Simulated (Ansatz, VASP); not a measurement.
# Al (Al(100)) in two plane-wave programs

Aim: how closely do two programs agree when they are given the same cell, functional and k mesh? Of the first pair: The cell is taken from a series of runs on this material, whose earlier steps may have relaxed, scaled, displaced or heated it; both programs get it as it stands.

Program: Ansatz 0.2.0. Level of theory: plane waves, with VASP 6.6.1 beside it; single point at PBE. Results are calculated unless marked as measured.

## Step 1: Starting point

The cell holds 9 atoms: 9 Al. Its edges and angles: a = 2.864 Å, b = 2.864 Å, c = 30.200 Å, α = 90.0°, β = 90.0°, γ = 90.0°. Vacuum lies along c.

## Step 2: Ansatz: single point, PBE, pair 1

Ansatz runs on its default PAW (the set named soft_2) files.

A single point gives forces, pressure and levels at one fixed geometry, so differences don't come from the geometry; what else differs is listed under the comparison.

Contents of input.yaml:

```yaml
crystal:
  lattice:
    - [2.8637824638, 0.0, 0.0]
    - [0.0, 2.8637824638, 0.0]
    - [0.0, 0.0, 30.2]
  atoms:
    - { symbol: Al, position: [0.0, 0.0, 0.2317880795] }
    - { symbol: Al, position: [0.5, 0.5, 0.2988410596] }
    - { symbol: Al, position: [0.0, 0.0, 0.3658940397] }
    - { symbol: Al, position: [0.5, 0.5, 0.4329470199] }
    - { symbol: Al, position: [0.0, 0.0, 0.4991511728] }
    - { symbol: Al, position: [0.5, 0.5, 0.5653368977] }
    - { symbol: Al, position: [0.0, 0.0, 0.6325431895] }
    - { symbol: Al, position: [0.5, 0.5, 0.6990942829] }
    - { symbol: Al, position: [0.0, 0.0, 0.7663004595] }
kpoints:
  mp_grid: { grid: [11, 11, 1] }
hamiltonian:
  xc: pbe
scf:
  occupations: { method: fermi_dirac, width: 0.1 }
efield:
  axis: 3
  dipole_correction: true
  ramp_width: 0.05
output:
  forces: true
  write_potential: true
  write_density: true
  volumetric_format: npy
  elf: true
```

Launch:

```sh
ansatz run input.yaml --threads 4 --pin off --max-ram 8192MiB --backend cpu --events-out ev --progress --plain --runs-dir out
```

Numbers of over 12 decimals in the logs are rounded to 6 here.

Log:

```text
Engine: ansatz 0.2.0, x86_64-unknown-linux-gnu
Pseudopotentials: kind: paw
Pseudopotential: Al, paw, valence charge 3, recommended cutoff 420 eV (normal), Al.paw.azcp
Functional definition: PBE
  parameter kappa = 0.804
  parameter beta = 0.066725
  exchange = pbe_x(kappa = kappa, mu = beta*pi^2/3)
  correlation = pbe_c(beta = beta)
Crystal: 9 atoms, lattice volume = 247.678 Å³
Basis set: ecut = 420 eV, 4833 PW (Γ), exchange–correlation on 40×40×432 points (8 copies of the dense FFT grid, shifted against one another)
Bands: 23, of which v1, the nominal top of the filled ones, is band 14 counted from 1 (13 counted from 0)
Symmetry: 8 space group operations
Space group: P4mm (ITA 99), of the structure as read, at distance tolerance 6.3e-5 Å
k-points: 21 of 121
Non-local potential: Al, projectors of the file, l = 0: 2, l = 1: 2, l = 2: 1
PAW form: soft (Blöchl's): semilocal exchange-correlation on the pseudo side does not see the compensation charge
PAW one-centre angular grid: Al, 110 points (default); XC on 64 Gauss nodes
Initial density: superposition of atomic densities (neutral atoms: chi_scale 0, normalization atom), corrected by the library's trained network
Initial wavefunctions: pseudopotential atomic-orbital guess
Functional: x = pbe(κ = 0.804, μ = 0.219515), c = pbe(β = 0.066725)
SCF iter   1: F=—  HF=-4836.646925 eV  |F-HF|=—  |Δ(HF+E_count)|=         —  Δρ=1.96e-3  dr2=4.93e-1  ethr=1.77e-3  p=0.000 e·Å  D=3.69e-5 V/Å  ΔV_dip=-0.00 eV  dr2_dipole=1.77e-4  V_vac-E_F(+/−)=4.07/4.07 eV  ⟨swp⟩=9.1  Hψ=3246  notcnv=0
efield: sawtooth ramp at fractional position 0.9740 (placed from the atoms, in the widest stretch of the axis that holds none; the zero of the levels goes with the place), width 0.0500; the density the first Hamiltonian is built on has a dipole p = 0.000 e·Å; the dipole correction subtracts the counter field D = 3.69e-5 V/Å, which shifts the + side's vacuum level by -0.00 eV against the − side's; the planar-averaged density in the ramp window peaks in size at 1.5e-4 e/Å³
preconditioner: auto → LDOS  [metal: Δε(μ)=0.056 eV  Ē_g=6.770 eV  σ=0.100 eV  W_gap=0.14  n_scr=18 (ndim 8)  ℏωp=12.3 eV  f_vac=0.316  D(μ)=3.92/eV (n_scr^D=16)  β→1.0]
SCF iter   2: F=—  HF=-4836.632393 eV  |F-HF|=—  |Δ(HF+E_count)|=   1.45e-2  Δρ=5.87e-4  dr2=1.20e-3  ethr=1.77e-3  p=0.000 e·Å  D=4.47e-5 V/Å  ΔV_dip=-0.00 eV  dr2_dipole=3.09e-6  V_vac-E_F(+/−)=4.21/4.22 eV  ⟨swp⟩=1.4  Hψ=680  notcnv=0  defer=4
SCF iter   3: F=—  HF=-4836.632718 eV  |F-HF|=—  |Δ(HF+E_count)|=   3.25e-4  Δρ=1.31e-4  dr2=3.59e-4  ethr=4.43e-6  p=-0.000 e·Å  D=-2.97e-5 V/Å  ΔV_dip=0.00 eV  dr2_dipole=5.49e-9  V_vac-E_F(+/−)=4.22/4.22 eV  ⟨swp⟩=2.6  Hψ=935  notcnv=0  defer=4
SCF iter   4: F=—  HF=-4836.632706 eV  |F-HF|=—  |Δ(HF+E_count)|=   1.20e-5  Δρ=3.33e-5  dr2=5.23e-6  ethr=1.33e-6  p=-0.000 e·Å  D=-1.23e-5 V/Å  ΔV_dip=0.00 eV  dr2_dipole=1.08e-8  V_vac-E_F(+/−)=4.22/4.22 eV  ⟨swp⟩=1.9  Hψ=551  notcnv=0  defer=4
SCF iter   5: F=—  HF=-4836.633210 eV  |F-HF|=—  |Δ(HF+E_count)|=   5.05e-4  Δρ=6.42e-6  dr2=6.77e-7  ethr=1.94e-8  p=-0.000 e·Å  D=-2.03e-5 V/Å  ΔV_dip=0.00 eV  dr2_dipole=6.48e-9  V_vac-E_F(+/−)=4.22/4.21 eV  ⟨swp⟩=2.6  Hψ=892  notcnv=0  defer=4
SCF iter   6: F=-4836.633210 eV  HF=-4836.633210 eV  |F-HF|=1.78e-8  |Δ(HF+E_count)|=   1.67e-7  Δρ=1.90e-6  dr2=3.86e-8  ethr=3.70e-10  p=-0.000 e·Å  D=-1.80e-5 V/Å  ΔV_dip=0.00 eV  dr2_dipole=5.12e-11  V_vac-E_F(+/−)=4.21/4.21 eV  ⟨swp⟩=18.7  Hψ=4447  notcnv=0
SCF 1 converged in 6 iterations: F = -4836.633210 eV  dr2 = 3.86e-8
  greatest PAW one-centre occupation: 0.479 electrons in one spin orbital (limit 2), on the Al atom at site 8 (counted from 0), in its partial waves of l = 0
WARN: The output density's exchange-correlation potential varies sharply where the density is thin. Do not read a vacuum level from v_tot or v_xc, or from such a field of the output density. On a cell that repeats whose density bears no net charge and no dipole along the vacuum's axis use v_es (v_loc + v_h of the components); under efield.dipole_correction with no amplitude use v_es + v_field, which holds any externa [...]
SCF converged after 6 iterations
Free energy (F): -4836.633210 eV
Harris-Foulkes:  -4836.633210 eV  (|F-HF|=1.78e-8)
Internal energy: -4836.506905 eV  (E = F + TS)
E sigma→0 (E₀):  -4836.570058 eV
Entropy (-TS):   -0.126306 eV (-14.034 meV/atom)
Fermi energy:    3.129451 eV
Dipole field:    D = -0.000009 V/Å  (p = -0.000013 e·Å, saw-weighted, corrected)
Work function:   Φ+ = 4.2130 eV   Φ− = 4.2127 eV
Levels:          The Fermi level and band energies are counted from a zero that moves with the ramp; work functions are not
--- Per-component energies (eV) ---
  E_band       = -30.917718
  E_kinetic    = 199.640673
  E_local      = -6360.122949  (includes V_loc(G=0)·N_el)
  E_nonlocal   = 93.665704
  E_hartree    = 3162.646735
  E_xc         = -354.603580
  E_vxc        = -256.569685  (∫ρ·V_xc dr)
  E_paw        = -4205.843326  (= ΣΔE_a)
  E_vpaw       = -32.811018  (= ΣTr[D̂ρ^β])
  E_aug_tail   = -0.000020  (compensation charges beyond the density's cutoff)
  E_efield     = 0.000000  (sawtooth field / dipole correction)
  E_vefield    = 0.000000  (∫n·V_field dr)
  E_ewald      = 2628.109858
  E_smearing   = -0.126306  (= −TS)
  E_closure    = 0.000000  (closes the sum)
  Σ components = -4836.633210   (vs F -4836.633210, Δ=0.00e0)
--- Forces (eV/Å), atoms counted from 1 ---
  atom   1  Al    -0.00000000     0.00000000    -0.00715661
  atom   2  Al    -0.00000000     0.00000000     0.04751132
  atom   3  Al    -0.00000000     0.00000000    -0.05024319
  atom   4  Al    -0.00000000     0.00000000     0.01095718
  atom   5  Al     0.00000000     0.00000000    -0.00098192
  atom   6  Al     0.00000000     0.00000000     0.00002432
  atom   7  Al     0.00000000     0.00000000    -0.00213527
  atom   8  Al     0.00000000     0.00000000     0.00248832
  atom   9  Al    -0.00000000     0.00000000    -0.00046791
  max |Σ_I F_I| component: 3.75e-6 eV/Å
--- Band table (eV; the first three rows and the last of 21) ---
  k-point 0: bands = [... 10 lower, 3.0216, 4.6540, 6.0692, 7.0719, 7.3473, 8.3854, 8.7176, 8.7176, ... 5 higher]
  k-point 1: bands = [... 10 lower, 3.1589, 4.7850, 6.1490, 6.2102, 6.4870, 6.9351, 7.2180, 7.5079, ... 5 higher]
  k-point 2: bands = [... 10 lower, 3.4135, 3.8436, 3.9535, 4.4342, 5.0892, 5.2873, 5.9544, 6.6663, ... 5 higher]
  k-point 20: bands = [... 10 lower, 1.9644, 2.4670, 2.6024, 2.6127, 2.6688, 2.9835, 3.2076, 3.4251, ... 5 higher]
```

## Step 3: VASP: single point, PBE, pair 1

The same cell, functional, mesh and smearing now go to VASP, with its own data sets.

Lines of VASP's logs that name or quote its potential files are left out, and so is its time.

Contents of INCAR:

```
SYSTEM = Al
PREC = Accurate
ENCUT = 400
EDIFF = 1E-06
NELM = 120
ISMEAR = -1
SIGMA = 0.1
LREAL = .FALSE.
ALGO = Normal
GGA = PE
NBANDS = 22
LORBIT = 11
LWAVE = .FALSE.
LCHARG = .FALSE.
ISIF = 2
LDIPOL = .TRUE.
IDIPOL = 3
DIPOL = 0.5 0.5 0.499
LVHAR = .TRUE.
LASPH = .TRUE.
GGA_COMPAT = .FALSE.
NELMDL = -8
KPAR = 2
```

Contents of POSCAR:

```
Al
1.0
    2.8637824638      0.0000000000      0.0000000000
    0.0000000000      2.8637824638      0.0000000000
    0.0000000000      0.0000000000     30.2000000000
Al
9
Direct
    0.0000000000      0.0000000000      0.2317880795
    0.5000000000      0.5000000000      0.2988410596
    0.0000000000      0.0000000000      0.3658940397
    0.5000000000      0.5000000000      0.4329470199
    0.0000000000      0.0000000000      0.4991511728
    0.5000000000      0.5000000000      0.5653368977
    0.0000000000      0.0000000000      0.6325431895
    0.5000000000      0.5000000000      0.6990942829
    0.0000000000      0.0000000000      0.7663004595
```

Contents of KPOINTS:

```
Automatic mesh
0
Gamma
11 11 1
0 0 0
```

Potentials, in the order of the species: Al (PBE family, release 64).

Launch:

```sh
mpirun -np 2 vasp_std
```

Log:

```text
[banner, memory and clock lines left out]
running    2 mpi-ranks, on    1 nodes
 distrk:  each k-point on    1 cores,    2 groups
 distr:  one band on    1 cores,    1 groups

 POSCAR found type information on POSCAR Al
 POSCAR found :  1 types and       9 ions
 LDA part: xc-table for (Slater+PW92), standard interpolation
 POSCAR, INCAR and KPOINTS ok, starting setup
 FFT: planning ... GRIDC
 FFT: planning ... GRID_SOFT
 FFT: planning ... GRID
 WAVECAR not read
 entering main loop
       N       E                     dE             d eps       ncg     rms          rms(c)
DAV:   1     0.450568297459E+02    0.45057E+02   -0.76006E+03   932   0.736E+02
DAV:   2    -0.297226600789E+02   -0.74779E+02   -0.70259E+02  1224   0.125E+02
DAV:   3    -0.335787929523E+02   -0.38561E+01   -0.36794E+01  1300   0.267E+01
DAV:   4    -0.337298156056E+02   -0.15102E+00   -0.14940E+00  1452   0.600E+00
DAV:   5    -0.337343002406E+02   -0.44846E-02   -0.44690E-02  1444   0.953E-01
DAV:   6    -0.337344728651E+02   -0.17262E-03   -0.17258E-03  1516   0.179E-01
DAV:   7    -0.337344779801E+02   -0.51151E-05   -0.51150E-05  1406   0.275E-02
DAV:   8    -0.337344781445E+02   -0.16431E-06   -0.16433E-06  1052   0.481E-03    0.411E+00
DAV:   9    -0.351299590652E+02   -0.13955E+01   -0.17322E+01  1318   0.151E+01    0.411E+00
DAV:  10    -0.329851515309E+02    0.21448E+01   -0.14262E+01  1286   0.146E+01    0.220E+00
DAV:  11    -0.393961719858E+02   -0.64110E+01   -0.35800E+01  1416   0.235E+01    0.576E+00
DAV:  12    -0.328067188367E+02    0.65895E+01   -0.35519E+01  1520   0.185E+01    0.906E-01
DAV:  13    -0.328226830174E+02   -0.15964E-01   -0.12526E+00  1176   0.349E+00    0.428E-01
DAV:  14    -0.328264808844E+02   -0.37979E-02   -0.64107E-02  1260   0.117E+00    0.329E-01
[...]
DAV:  20    -0.328222122583E+02   -0.33408E-04   -0.21995E-04  1118   0.527E-02    0.112E-02
DAV:  21    -0.328223410448E+02   -0.12879E-03   -0.92327E-05  1004   0.325E-02    0.529E-03
DAV:  22    -0.328224230281E+02   -0.81983E-04   -0.56047E-06  1064   0.113E-02    0.464E-03
DAV:  23    -0.328225531220E+02   -0.13009E-03   -0.53590E-06   930   0.762E-03    0.279E-03
DAV:  24    -0.328226222167E+02   -0.69095E-04   -0.26151E-06   778   0.468E-03    0.146E-03
DAV:  25    -0.328226558047E+02   -0.33588E-04   -0.15849E-06   856   0.374E-03    0.602E-04
DAV:  26    -0.328226638432E+02   -0.80385E-05   -0.58370E-07   786   0.223E-03    0.548E-04
DAV:  27    -0.328226647349E+02   -0.89172E-06   -0.40941E-08   714   0.105E-03
   1 F= -.32822665E+02 E0= -.32759583E+02  d E =-.126164E+00
```

From OUTCAR (step 3):

```text
ion  position               nearest neighbor table
   1  0.000  0.000  0.232-   2 2.86   2 2.86   2 2.86   2 2.86
   2  0.500  0.500  0.299-   1 2.86   3 2.86   1 2.86   3 2.86   1 2.86   3 2.86   1 2.86   3 2.86

  LATTYP: Found a simple tetragonal cell.
 ALAT       =     2.8637824638
 C/A-ratio  =    10.5454937244

 Subroutine GETGRP returns: Found  8 space group operations
 (whereof  8 operations were pure point group operations)

The static configuration has the point symmetry C_4v.

 Found     21 irreducible k-points:

   k-points           NKPTS =     21   k-points in BZ     NKDIM =     21   number of bands    NBANDS=     22

   dimension x,y,z NGX =    20 NGY =   20 NGZ =  200
   dimension x,y,z NGXF=    40 NGYF=   40 NGZF=  400

   ENCUT  =  400.0 eV  29.40 Ry    5.42 a.u.   4.67  4.67 49.25*2*pi/ulx,y,z

   NELECT =      27.0000    total number of electrons

 k-points in reciprocal lattice and weights: Automatic mesh
   0.00000000  0.00000000  0.00000000       0.008
   0.09090909  0.00000000  0.00000000       0.033
   0.18181818  0.00000000  0.00000000       0.033
   0.27272727  0.00000000  0.00000000       0.033
   0.36363636  0.00000000  0.00000000       0.033
   0.45454545  0.00000000  0.00000000       0.033
   0.09090909  0.09090909  0.00000000       0.033
   0.18181818  0.09090909  0.00000000       0.066
   0.27272727  0.09090909  0.00000000       0.066
[...]
0.45454545  0.36363636  0.00000000       0.066
   0.45454545  0.45454545  0.00000000       0.033

 dipolmoment           0.000000      0.000000      0.000048 electrons x Angstroem

 average (electrostatic) potential at core
       1 -77.4789       2 -77.4788       3 -77.4951       4 -77.4918       5 -77.4708
       6 -77.4914       7 -77.4930       8 -77.4767       9 -77.4795

 E-fermi :   3.1644

 k-point     1 :       0.0000    0.0000    0.0000
  band No.  band energies     occupation
    ...
      7      -3.1178      2.00000
      8      -1.7317      2.00000
      9      -0.1226      2.00000
     10       0.8084      2.00000
     11       3.0574      1.48922
     12       4.6918      0.00000
     13       6.1088      0.00000
     14       7.1148      0.00000
     15       7.3736      0.00000
     16       8.4526      0.00000
    ...

 k-point     2 :       0.0909    0.0000    0.0000
  band No.  band energies     occupation
    ...
      7      -2.9730      2.00000
      8      -1.5882      2.00000
      9       0.0202      2.00000
     10       0.9463      2.00000
     11       3.1947      0.84936
     12       4.8231      0.00000
     13       6.1895      0.00000
     14       6.2502      0.00000
     15       6.5283      0.00000
     16       6.9777      0.00000
    ...

 k-point     3 :       0.1818    0.0000    0.0000
  band No.  band energies     occupation
    ...
      6      -3.7805      2.00000
      7      -2.5399      2.00000
      8      -1.1587      2.00000
      9       0.4464      2.00000
     10       1.3592      2.00000
     11       3.4498      0.10891
     12       3.8782      0.00159
     13       3.9898      0.00052
     14       4.4717      0.00000
     15       5.1274      0.00000
    ...

  Total       -1.4274026     -1.4274026     -0.0970220      0.0000000      0.0000000      0.0000000
  in kB       -9.2335793     -9.2335793     -0.6276158      0.0000000      0.0000000      0.0000000
  external PRESSURE =      -6.3649248 kB  Pullay stress =       0.0000000 kB

  energy-cutoff  :      400.00
  volume of cell :      247.68
      direct lattice vectors                 reciprocal lattice vectors
     2.863782464  0.000000000  0.000000000     0.349188534  0.000000000  0.000000000
     0.000000000  2.863782464  0.000000000     0.000000000  0.349188534  0.000000000
     0.000000000  0.000000000 30.200000000     0.000000000  0.000000000  0.033112583

 POSITION                                       TOTAL-FORCE (eV/Angst)
 -----------------------------------------------------------------------------------
      0.00000      0.00000      7.00000        -0.000000     -0.000000     -0.006187
      1.43189      1.43189      9.02500        -0.000000     -0.000000      0.048030
      0.00000      0.00000     11.05000        -0.000000      0.000000     -0.050232
      1.43189      1.43189     13.07500        -0.000000     -0.000000      0.011397
      0.00000      0.00000     15.07437         0.000000     -0.000000     -0.001002
      1.43189      1.43189     17.07317        -0.000000     -0.000000     -0.000413
      0.00000      0.00000     19.10280        -0.000000      0.000000     -0.002123
      1.43189      1.43189     21.11265        -0.000000     -0.000000      0.001987
      0.00000      0.00000     23.14227         0.000000     -0.000000     -0.001458
 -----------------------------------------------------------------------------------
    total drift:                               -0.000000     -0.000000      0.000043

  FREE ENERGIE OF THE ION-ELECTRON SYSTEM (eV)
  ---------------------------------------------------
  free  energy   TOTEN  =       -32.8226647349 eV

  energy  without entropy=      -32.6965006289  energy(sigma->0) =      -32.75958268

 vacuum level on the upper side and lower side of the slab         7.381         7.380

 total charge
# of ion       s       p       d       tot
------------------------------------------
    1        0.470   0.292   0.000   0.762
    2        0.428   0.338   0.000   0.766
    3        0.431   0.336   0.000   0.767
    4        0.431   0.338   0.000   0.769
    5        0.427   0.344   0.000   0.771
    6        0.431   0.338   0.000   0.769
    7        0.431   0.336   0.000   0.767
    8        0.428   0.339   0.000   0.767
    9        0.471   0.291   0.000   0.762
--------------------------------------------------
tot          3.949   2.952   0.000   6.901

[... 3 further parts left out ...]
```

This run has no spin polarisation. Its electron count is odd, so without a moment it is a metal by construction.

## Step 4: Comparison

Known differences besides the potentials themselves: the cutoff is 420 eV in Ansatz and 400 eV in VASP. Total energies have different zeros and are not compared.

The two programs side by side:

| quantity | Ansatz | VASP | difference |
| --- | --- | --- | --- |
| work function, lower of the two faces (eV) | 4.21 | 4.22 | 0.00 |
| work function, higher of the two faces (eV) | 4.21 | 4.22 | 0.00 |

With vacuum in the cell, a pressure given here is an average over mostly empty space and none of the material.

(Part 1 of 2 ends here.)

[Lines on the potential files, build, host, timing and source positions are cut from VASP's logs without a mark.]

[Logs are printed without paths, hosts, clocks, repeated set-up lines and the standing remarks that a program may print on its own settings, such as how far it seeks lower states.]

[Hosts, paths, dates, database ids (printed as entryN), source tags and the programs' standing remarks are cut or masked in the printed files.]
